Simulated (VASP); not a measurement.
A convergence study with VASP on KCl (rock salt): one setting is varied, all else stays as given below, so the limit is that of these other settings. ε∞ is the independent-particle value.

```
KCl
1.0
    0.00000     3.14500     3.14500
    3.14500     0.00000     3.14500
    3.14500     3.14500     0.00000
K Cl
1 1
Direct
  0.00000   0.00000   0.00000
  0.50000   0.50000   0.50000
```

These are PBE GGA, VASP's PBE PAW potentials (set 64) (plane waves; VASP 6.6.1) values and carry that method's errors. The tightest run used: 550 eV cut-off, 6×6×6 Γ-centred mesh, Gaussian smearing of 0.050 eV, potentials K_sv Cl.

The reference is NBANDS = 136, which took about 3 core-minutes. Costs are core time on shared hosts, one run each; read them as rough ratios.

Problem. Of the settings NBANDS = 9; NBANDS = 10; NBANDS = 12; NBANDS = 16; NBANDS = 24; NBANDS = 40; NBANDS = 72; NBANDS = 136, which is the lowest that keeps the difference from the reference in mean ε∞ within 0.05 from there on, and what does it cost?

Solution. NBANDS = 24; its cost over the reference is about 1/5.
```
setting       difference in mean ε∞  cost over the reference
------------  ---------------------  -----------------------
NBANDS = 9                     1.14               about 1/10
NBANDS = 10                    0.93               about 1/10
NBANDS = 12                    0.59               about 1/10
NBANDS = 16                    0.24                about 1/6
NBANDS = 24                    0.02                about 1/5
NBANDS = 40                    0.00                about 1/3
NBANDS = 72                    0.00     within a factor of 2
NBANDS = 136                   0.00                reference
```

Left out are rungs that failed or repeat a setting and relaxations that didn't move; long series are thinned to 24 rows.

The compound is KCl in the rock salt structure. The cell was not relaxed at this level.
